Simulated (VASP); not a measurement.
# Ta3Si3N (P6/mmm) in VASP: further runs

The runs below take Ta3Si3N through relaxation of cell and atoms, single point, with PBE, r2SCAN.

Everything below comes from runs of VASP 6.6.1. Logs are shortened: lines on timing, memory, paths and dates and some standing lists are left out, and cuts for length are marked.

### 1 The crystal as given

It takes space group P6/mmm (No. 191, hexagonal). The conventional cell has a = 5.481 Å, b = 5.481 Å, c = 4.079 Å, α = 90.00°, β = 90.00°, γ = 120.00°. Ta (site symmetry -6m2) has 6 Si at 2.58 Å as nearest neighbours. Around Ta (site symmetry 6/mmm) lie 2 N at 2.04 Å. Si (site symmetry mmm) has 4 Ta at 2.58 Å and 4 Si at 2.74 Å and 2 N at 2.74 Å as nearest neighbours. Around N (site symmetry 6/mmm) lie 2 Ta at 2.04 Å.

The cell was built by a generator and needn't be a form met in nature.

### 2 Relaxation of cell and atoms, PBE

INCAR

```
SYSTEM = Ta3Si3N
PREC = Accurate
ENCUT = 520
EDIFF = 1E-6
ISMEAR = 0
SIGMA = 0.1
LREAL = .FALSE.
LASPH = .TRUE.
NELM = 120
ALGO = Normal
ISIF = 3
LWAVE = .FALSE.
LCHARG = .FALSE.
GGA = PE
IBRION = 2
NSW = 90
EDIFFG = -0.01
KPAR = 4
```

KPOINTS

```
Automatic mesh
0
G
  6 6 8
  0 0 0
```

POSCAR

```
Ta3Si3N
1.0
    5.4812613000      0.0000000000      0.0000000000
   -2.7406306500      4.7469115300      0.0000000000
    0.0000000000      0.0000000000      4.0790000000
Ta Si N
3 3 1
Direct
    0.3333333300      0.6666666700      0.0000000000
    0.6666666700      0.3333333300      0.0000000000
    0.0000000000      0.0000000000      0.0000000000
    0.5000000000      0.0000000000      0.5000000000
    0.0000000000      0.5000000000      0.5000000000
    0.5000000000      0.5000000000      0.5000000000
    0.0000000000      0.0000000000      0.5000000000
```

Potentials or basis: VASP PAW PBE potentials, release 64 (Ta_pv, Si, N).

Command:

```console
cat potpaw_PBE.64/Ta_pv/POTCAR potpaw_PBE.64/Si/POTCAR potpaw_PBE.64/N/POTCAR > POTCAR
mpirun -np 4 vasp_std > vasp.out
```

OUTCAR:

```text
SYSTEM = Ta3Si3N
   PREC = Accurate
   ENCUT = 520
   EDIFF = 1E-6
   ISMEAR = 0
   LREAL = .FALSE.
   LASPH = .TRUE.
   NELM = 120
   ISIF = 3
   GGA = PE
   IBRION = 2
   NSW = 90
   EDIFFG = -0.01

 ion  position               nearest neighbor table
   1  0.333  0.667  0.000-   4 2.58   4 2.58   5 2.58   5 2.58   6 2.58   6 2.58   2 3.16   3 3.16
                             2 3.16   3 3.16   3 3.16   2 3.16
   2  0.667  0.333  0.000-   4 2.58   4 2.58   5 2.58   5 2.58   6 2.58   6 2.58   1 3.16   3 3.16
                             1 3.16   3 3.16   3 3.16   1 3.16
   3  0.000  0.000  0.000-   7 2.04   7 2.04   1 3.16   2 3.16   1 3.16   2 3.16   2 3.16   1 3.16

   4  0.500  0.000  0.500-   1 2.58   2 2.58   1 2.58   2 2.58   5 2.74   6 2.74   6 2.74   5 2.74

   5  0.000  0.500  0.500-   1 2.58   2 2.58   1 2.58   2 2.58   4 2.74   4 2.74   6 2.74   6 2.74

   6  0.500  0.500  0.500-   1 2.58   2 2.58   1 2.58   2 2.58   4 2.74   4 2.74   5 2.74   5 2.74

   7  0.000  0.000  0.500-   3 2.04   3 2.04

  LATTYP: Found a hexagonal cell.
 ALAT       =     5.4812613000
 C/A-ratio  =     0.7441717840

  Lattice vectors:

 A1 = (   5.4812613000,   0.0000000000,   0.0000000000)
 A2 = (  -2.7406306500,   4.7469115300,   0.0000000000)
 A3 = (   0.0000000000,   0.0000000000,   4.0790000000)

Analysis of symmetry for initial positions (statically):
=====================================================================
 Subroutine PRICEL returns:
 Original cell was already a primitive cell.

 Routine SETGRP: Setting up the symmetry group for a
 hexagonal supercell.

 Subroutine GETGRP returns: Found 24 space group operations
 (whereof 24 operations were pure point group operations)
 out of a pool of 24 trial point group operations.

The static configuration has the point symmetry D_6h.

Analysis of symmetry for dynamics (positions and initial velocities):
=====================================================================
 Subroutine PRICEL returns:
 Original cell was already a primitive cell.

 Routine SETGRP: Setting up the symmetry group for a
 hexagonal supercell.

 Subroutine GETGRP returns: Found 24 space group operations
 (whereof 24 operations were pure point group operations)
 out of a pool of 24 trial point group operations.

The dynamic configuration has the point symmetry D_6h.

 Subroutine INISYM returns: Found 24 space group operations
 (whereof 24 operations are pure point group operations),
 and found     1 'primitive' translations

----------------------------------------------------------------------------------------

                                     Primitive cell

  volume of cell :     106.1318

  direct lattice vectors                    reciprocal lattice vectors
     5.481261300  0.000000000  0.000000000     0.182439761  0.105331645  0.000000000
    -2.740630650  4.746911530  0.000000000     0.000000000  0.210663290  0.000000000
     0.000000000  0.000000000  4.079000000     0.000000000  0.000000000  0.245158127

  length of vectors
     5.481261300  5.481261299  4.079000000     0.210663290  0.210663290  0.245158127

  position of ions in fractional coordinates (direct lattice)
     0.333333330  0.666666670  0.000000000
     0.666666670  0.333333330  0.000000000
     0.000000000  0.000000000  0.000000000
     0.500000000  0.000000000  0.500000000
     0.000000000  0.500000000  0.500000000
     0.500000000  0.500000000  0.500000000
     0.000000000  0.000000000  0.500000000

  ion indices of the primitive-cell ions
   primitive index   ion index
                 1           1
                 2           2
                 3           3
                 4           4
                 5           5
                 6           6
                 7           7

----------------------------------------------------------------------------------------

 KPOINTS: Automatic mesh

Automatic generation of k-mesh.
 Grid dimensions read from file:
 generate k-points for:    6    6    8

 Generating k-lattice:

  Cartesian coordinates                     Fractional coordinates (reciprocal lattice)
     0.030406627  0.017555274  0.000000000     0.166666667  0.000000000  0.000000000
     0.000000000  0.035110548  0.000000000     0.000000000  0.166666667  0.000000000
     0.000000000  0.000000000  0.030644766     0.000000000  0.000000000  0.125000000

  Length of vectors
     0.035110548  0.035110548  0.030644766

  Shift w.r.t. Gamma in fractional coordinates (k-lattice)
     0.000000000  0.000000000  0.000000000

 Subroutine IBZKPT returns following result:
 ===========================================

 Found     35 irreducible k-points:

 Following reciprocal coordinates:
            Coordinates               Weight
  0.000000  0.000000  0.000000      1.000000
  0.166667  0.000000  0.000000      6.000000
  0.333333 -0.000000  0.000000      6.000000
  0.500000  0.000000  0.000000      3.000000
  0.166667  0.166667  0.000000      6.000000
  0.333333  0.166667  0.000000     12.000000
[... 16 lines left out ...]
  0.166667  0.000000  0.375000     12.000000
  0.333333 -0.000000  0.375000     12.000000
 [... further k-points ...]
   k-points           NKPTS =     35   k-points in BZ     NKDIM =     35   number of bands    NBANDS=     30
   number of dos      NEDOS =    301   number of ions     NIONS =      7
   total plane-waves  NPLWV =  52920
   dimension x,y,z NGX =    42 NGY =   42 NGZ =   30
   dimension x,y,z NGXF=    84 NGYF=   84 NGZF=   60
   ions per type =               3   3   1
   NGX,Y,Z   is equivalent  to a cutoff of  12.74, 12.74, 12.23 a.u.
   NGXF,Y,Z  is equivalent  to a cutoff of  25.48, 25.48, 24.45 a.u.
 SYSTEM =  Ta3Si3N
   PREC   = accura    normal or accurate (medium, high low for compatibility)
   ISTART =      0    job   : 0-new  1-cont  2-samecut
   ICHARG =      2    charge: 1-file 2-atom 10-const
   ISPIN  =      1    spin polarized calculation?
   LNONCOLLINEAR =      F non collinear calculations
   LSORBIT =      F    spin-orbit coupling
   LASPH  =      T    aspherical Exc in radial PAW
   ENCUT  =  520.0 eV  38.22 Ry    6.18 a.u.  10.19 10.19  7.58*2*pi/ulx,y,z
   NELM   =    120;   NELMIN=  2; NELMDL= -5     # of ELM steps
   EDIFF  = 0.1E-05   stopping-criterion for ELM
   LREAL  =      F    real-space projection
   EDIFFG = -.1E-01   stopping-criterion for IOM
   NSW    =     90    number of steps for IOM
   IBRION =      2    ionic relax: 0-MD 1-quasi-New 2-CG
   NFREE  =      1    steps in history (QN), initial steepest desc. (CG)
   ISIF   =      3    stress and relaxation
   ISYM   =      2    0-nonsym 1-usesym 2-fastsym
   POTIM  = 0.5000    time-step for ionic-motion
   TEBEG  =    0.0;   TEEND  =   0.0 temperature during run
   PSTRESS=    0.0 pullay stress
   NELECT =      50.0000    total number of electrons
   NUPDOWN=      -1.0000    fix difference up-down
   EMIN   =  10.00;   EMAX   =-10.00  energy-range for DOS
   EFERMI =   0.00;   METHOD = LEGACY
   ISMEAR =     0;   SIGMA  =   0.10  broadening in eV -4-tet -1-fermi 0-gaus
   EFERMI_NEDOS =   21; number of points for ismear=-14 and -15
   IALGO  =     38    algorithm
   IMIX   =      4    mixing-type and parameters
     AMIX     =   0.40;   BMIX     =  1.00
     AMIX_MAG =   1.60;   BMIX_MAG =  1.00
  volume/ion in A,a.u.               =      15.16       102.32
  Fermi-wavevector in a.u.,A,eV,Ry     =   1.273844  2.407217 22.077896  1.622680
  Thomas-Fermi vector in A             =   2.406645
   LORBIT       =      0    0 simple, 1 ext, 2 COOP (PROOUT), +10 PAW based schemes
   GGA     = PE    functional components
   LHFCALC =     F    Hartree Fock is set to
   AEXX    =    0.0000 exact exchange contribution
   IVDW    =     0    specifies the selected vdW correction
   LEPSILON=     F    determine dielectric tensor
   LRPA    =     F    only Hartree local field effects (RPA)
 conjugate gradient relaxation of ions
 non-spin polarized calculation
 Gauss-broadening in eV      SIGMA  =   0.10
  energy-cutoff  :      520.00
  volume of cell :      106.13
 maximum number of plane-waves:      2883
 NGX is ok and might be reduce to    42
   NGX = 21   NGY = 21   NGZ = 15

--------------------------------------- Ionic step        1  -------------------------------------------

 number of electron      50.0000004 magnetization

 Free energy of the ion-electron system (eV)
  ---------------------------------------------------
  ext. energy  EPLUGINS =         0.00000000
  ---------------------------------------------------
  free energy    TOTEN  =       -60.00169085 eV

  energy without entropy =      -59.97601359  energy(sigma->0) =      -59.98885222

------------------------ aborting loop because EDIFF is reached ----------------------------------------

  FORCE on cell =-STRESS in cart. coord.  units (eV):
  Direction    XX          YY          ZZ          XY          YZ          ZX
  --------------------------------------------------------------------------------------
  -------------------------------------------------------------------------------------
  Total       -0.4244901     -0.4244901     -0.4506467      0.0000000      0.0000000      0.0000000
  in kB       -6.4081518     -6.4081518     -6.8030154      0.0000000      0.0000000      0.0000000
  external PRESSURE =      -6.5397730 kB  Pullay stress =       0.0000000 kB
[... 149 lines left out ...]
  energy  without entropy=      -59.9769175762  energy(sigma->0) =      -59.98968997

--------------------------------------- Ionic step        5  -------------------------------------------

 number of electron      50.0000006 magnetization

 Free energy of the ion-electron system (eV)
  ---------------------------------------------------
  ext. energy  EPLUGINS =         0.00000000
  ---------------------------------------------------
  free energy    TOTEN  =       -60.00266548 eV

  energy without entropy =      -59.97710889  energy(sigma->0) =      -59.98988719

 E-fermi :   7.5603     XC(G=0): -11.8963

 val. band max:        7.5588622102   @ k =   0.1667   0.0000   0.3750
 cond. band min:       7.5613414645   @ k =   0.1667   0.1667   0.5000
 fundamental gap:      0.0024792543
 Fermi energy:         7.5602681115

 k-point     1 :       0.0000    0.0000    0.0000
  band No.  band energies     occupation
      1     -27.3549      2.00000
      2     -27.3549      2.00000
      3     -27.2653      2.00000
      4     -26.7795      2.00000
      5     -26.7509      2.00000
      6     -26.7509      2.00000
[... 781 lines left out ...]
     29       9.9944      0.00000
     30      10.4502      0.00000

 [... further k-points ...]
[... 5 lines left out ...]
  --------------------------------------------------------------------------------------
  -------------------------------------------------------------------------------------
  Total       -0.0303299     -0.0303299      0.0386193      0.0000000     -0.0000000      0.0000000
  in kB       -0.4597960     -0.4597960      0.5854611      0.0000000     -0.0000000      0.0000000
  external PRESSURE =      -0.1113769 kB  Pullay stress =       0.0000000 kB
[... 22 lines left out ...]
  FREE ENERGIE OF THE ION-ELECTRON SYSTEM (eV)
  ---------------------------------------------------
  free  energy   TOTEN  =       -60.0026654795 eV

  energy  without entropy=      -59.9771088944  energy(sigma->0) =      -59.98988719

 reached required accuracy - stopping structural energy minimisation
```

Run time: 56 s. Hardware: 4 MPI ranks of AMD EPYC 9R45 (Zen 5), shared host; peak memory 0.27 GiB.

What came out:

```
Free energy                            : -60.0027 eV
Relaxed volume                         : 15.10 Å³/atom
Relaxed cell                           : a = 5.471 Å, b = 5.471 Å, c = 4.078 Å, α = 90.00°, β = 90.00°, γ = 120.00°
Space group after relaxing (to 0.05 Å) : P6/mmm (No. 191)
Energy gained by relaxing              : 0.1 meV/atom
Ionic steps                            : 5
Pressure after relaxing                : 0.0 GPa
Band gap on the k mesh                 : none (metal or under the smearing width)
```

The path:
| step | energy change (eV) | largest force (eV/Å) | pressure (GPa) | volume (Å³) |
| --- | --- | --- | --- | --- |
| 1 | 0.0000 | 0.0000 | -0.65 | 106.13 |
| 2 | 0.0011 | 0.0000 | 1.04 | 105.18 |
| 3 | -0.0008 | 0.0000 | 0.01 | 105.76 |
| 4 | -0.0008 | 0.0000 | -0.01 | 105.77 |
| 5 | -0.0010 | 0.0000 | -0.01 | 105.69 |

Final structure:
```cif
data_structure
_symmetry_space_group_name_H-M 'P 1'
_symmetry_Int_Tables_number 1
_cell_length_a 5.4707
_cell_length_b 5.4707
_cell_length_c 4.0775
_cell_angle_alpha 90.000
_cell_angle_beta 90.000
_cell_angle_gamma 120.000
_cell_volume 105.69
loop_
_atom_site_label
_atom_site_type_symbol
_atom_site_fract_x
_atom_site_fract_y
_atom_site_fract_z
_atom_site_occupancy
Ta1 Ta 0.33333 0.66667 0.00000 1
Ta2 Ta 0.66667 0.33333 0.00000 1
Ta3 Ta 0.00000 0.00000 0.00000 1
Si1 Si 0.50000 0.00000 0.50000 1
Si2 Si 0.00000 0.50000 0.50000 1
Si3 Si 0.50000 0.50000 0.50000 1
N1 N 0.00000 0.00000 0.50000 1
```

Levels at points of the mesh, in eV from the Fermi level:
| k point | band 23 | band 24 | band 25 | band 26 | band 27 | band 28 |
| --- | --- | --- | --- | --- | --- | --- |
| (0.00, 0.00, 0.00) | -0.42 | 0.05 | 0.05 | 0.09 | 0.09 | 1.23 |
| (0.50, 0.00, 0.00) | -1.13 | -0.43 | 0.21 | 0.78 | 1.08 | 1.16 |
| (0.00, 0.00, 0.50) | -1.05 | -0.64 | -0.64 | -0.60 | 0.29 | 0.29 |
| (0.50, 0.00, 0.50) | -1.98 | -1.16 | -0.48 | -0.31 | -0.17 | 1.17 |

The run has no spin-orbit coupling, so splittings on Ta are missing.

### 3 Relaxation of cell and atoms, PBE

This run uses another cell than the first one, of 15.10 Å³/atom, 0.996 times its volume.

Changes to INCAR since step 2:

```diff
@@ -3,3 +3,3 @@
 ENCUT = 520
-EDIFF = 1E-6
+EDIFF = 1E-7
 ISMEAR = 0
@@ -15,4 +15,5 @@
 IBRION = 2
-NSW = 90
-EDIFFG = -0.01
+NSW = 60
+EDIFFG = -0.005
+POTIM = 0.3
 KPAR = 4
```

KPOINTS is that of step 2.

POSCAR

```
Ta3Si3N                                 
1.0
    5.4707107476      0.0000000000     -0.0000000000
   -2.7353553738      4.7377744836     -0.0000000000
   -0.0000000000     -0.0000000000      4.0775405870
  Ta              Si              N             
     3     3     1
Direct
     0.3333333300000021    0.6666666699999979    1.0000000000000000
     0.6666666699999979    0.3333333300000021    0.0000000000000000
     1.0000000000000000    1.0000000000000000    0.0000000000000000
     0.5000000000000000    1.0000000000000000    0.5000000000000000
     1.0000000000000000    0.5000000000000000    0.5000000000000000
     0.5000000000000000    0.5000000000000000    0.5000000000000000
     1.0000000000000000    1.0000000000000000    0.5000000000000000
```

Potentials or basis: VASP PAW PBE potentials, release 64 (Ta_pv, Si, N).

Command:

```console
cat potpaw_PBE.64/Ta_pv/POTCAR potpaw_PBE.64/Si/POTCAR potpaw_PBE.64/N/POTCAR > POTCAR
mpirun -np 4 vasp_std > vasp.out
```

Wall time 30 s (4 MPI ranks of AMD EPYC 9R45 (Zen 5), shared host); peak memory 0.27 GiB.

It converged, with:

| Item | Value |
| --- | --- |
| Free energy | -60.0025 eV |
| Energy gained by relaxing | 0.0 meV/atom |
| Ionic steps | 2 |
| Pressure after relaxing | 0.0 GPa |
| Band gap on the k mesh | none (metal or under the smearing width) |

Final structure:
```
Ta Si N
1.0
     5.47006    0.00000    0.00000
    -2.73503    4.73721    0.00000
     0.00000    0.00000    4.07817
Ta Si N
3 3 1
Direct
  0.33333 0.66667 0.00000
  0.66667 0.33333 0.00000
  0.00000 0.00000 0.00000
  0.50000 0.00000 0.50000
  0.00000 0.50000 0.50000
  0.50000 0.50000 0.50000
  0.00000 0.00000 0.50000
```

Levels at points of the mesh, in eV from the Fermi level:
```
           k point  band 23  band 24  band 25  band 26  band 27  band 28
(0.00, 0.00, 0.00)    -0.42     0.05     0.05     0.09     0.09     1.23
(0.50, 0.00, 0.00)    -1.14    -0.43     0.21     0.79     1.08     1.16
(0.00, 0.00, 0.50)    -1.06    -0.64    -0.64    -0.60     0.29     0.29
(0.50, 0.00, 0.50)    -1.98    -1.16    -0.48    -0.31    -0.17     1.17
```

### 4 Single point, r2SCAN

This run uses another cell than the first one, of 15.10 Å³/atom, 0.996 times its volume.

INCAR

```
SYSTEM = Ta3Si3N
PREC = Accurate
ENCUT = 520
EDIFF = 1E-6
ISMEAR = 0
SIGMA = 0.1
LREAL = .FALSE.
LASPH = .TRUE.
NELM = 150
ALGO = Normal
ISIF = 2
LWAVE = .FALSE.
LCHARG = .FALSE.
METAGGA = R2SCAN
LMIXTAU = .TRUE.
NBANDS = 34
KPAR = 4
```

KPOINTS is that of step 3.

POSCAR

```
Ta3Si3N                                 
1.0
    5.4700637384      0.0000000000      0.0000000000
   -2.7350318692      4.7372141572     -0.0000000000
    0.0000000000     -0.0000000000      4.0781685500
  Ta              Si              N             
     3     3     1
Direct
     0.3333333300000021    0.6666666699999979    1.0000000000000000
     0.6666666699999979    0.3333333300000021    0.0000000000000000
     1.0000000000000000    0.0000000000000000    0.0000000000000000
     0.5000000000000000    0.0000000000000000    0.5000000000000000
     1.0000000000000000    0.5000000000000000    0.5000000000000000
     0.5000000000000000    0.5000000000000000    0.5000000000000000
     1.0000000000000000    0.0000000000000000    0.5000000000000000
```

Command:

```console
cat potpaw_PBE.64/Ta_pv/POTCAR potpaw_PBE.64/Si/POTCAR potpaw_PBE.64/N/POTCAR > POTCAR
mpirun -np 4 vasp_std > vasp.out
```

Run time: 92 s. Hardware: 4 MPI ranks of AMD EPYC 9R45 (Zen 5), shared host; peak memory 0.28 GiB.

Results (log left out):

* Free energy: -180.9629 eV
* Pressure: -2.9 GPa
* Band gap on the k mesh: none (metal or under the smearing width)

Stress tensor (GPa, compression positive):
```
-1.65  0.00  0.00
 0.00 -1.65  0.00
 0.00  0.00 -5.33
```

Levels at points of the mesh, in eV from the Fermi level:
| k point | band 23 | band 24 | band 25 | band 26 | band 27 | band 28 |
| --- | --- | --- | --- | --- | --- | --- |
| (0.00, 0.00, 0.00) | -0.62 | 0.06 | 0.06 | 0.09 | 0.09 | 1.31 |
| (0.50, 0.00, 0.00) | -1.35 | -0.39 | 0.21 | 0.80 | 1.15 | 1.33 |
| (0.00, 0.00, 0.50) | -1.08 | -0.69 | -0.69 | -0.60 | 0.33 | 0.33 |
| (0.50, 0.00, 0.50) | -2.11 | -1.26 | -0.62 | -0.30 | -0.14 | 1.28 |

Caveat: the PAW data sets were made with another functional, which shifts forces and pressure a little. Spin-orbit coupling is left out, which matters for the levels of Ta.
